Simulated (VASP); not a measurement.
Input:

```xyz
1
Lattice="0.0000 1.9306 1.9306 1.9306 0.0000 1.9306 1.9306 1.9306 0.0000" Properties=species:S:1:pos:R:3 pbc="T T T"
Ir     0.0000     0.0000     0.0000
```

All values below come from AM05 GGA, VASP's PBE PAW potentials (set 64) (plane waves; VASP). Run with 520 eV cut-off, 16×16×16 Γ-centred mesh, first-order Methfessel-Paxton smearing of 0.10 eV, potentials Ir.

Question: Give the stress tensor in GPa (positive for a compressed cell).

Answer: 
```
-10.55    0.00    0.00
  0.00  -10.55    0.00
  0.00    0.00  -10.55
```
The pressure is its mean diagonal, -10.55 GPa.

The compound is Ir in the fcc structure. This cell is one point of a volume scan, at 1.03 of the reference volume.
